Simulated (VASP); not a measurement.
Input:

```xyz
8
Lattice="0.0000 3.0905 3.0905 3.0905 0.0000 3.0905 12.3610 12.3610 0.0012" Properties=species:S:1:pos:R:3 pbc="T T T"
Cd    12.2591    12.2591     0.1031
Cd     6.2764     6.2764     6.0858
Cd     9.3077     9.3077     6.1451
Cd     9.2396     9.2396     0.0320
Te     1.5675     1.5675     1.5231
Se     4.6928     4.6928     1.4883
Se     7.7180     7.7180     1.5536
Se    10.7450    10.7450     1.6172
```

These are PBEsol GGA, VASP's PBE PAW potentials (set 64) (plane waves; VASP 6.6.1) values and carry that method's errors. Numerical set-up: 400 eV cut-off, 10×10×3 Γ-centred mesh, tetrahedra with Blöchl corrections, potentials Cd Te Se.

Problem. The job: Cd4Se3Te (ordered alloy cell), 8 atoms, PBEsol, static run, 400 eV, 10×10×3 Γ-centred mesh. Roughly how much core time does it take on a busy server core?

Solution. About 20 core-minutes (one run on a shared machine, a rough figure). It had 78 irreducible k-points, 43 bands, up to 4317 plane waves and 19 electronic steps.

The structure was generated: Cd4Se3Te was put into an ordered model structure (R3m), which need not be its known phase. It was relaxed first.
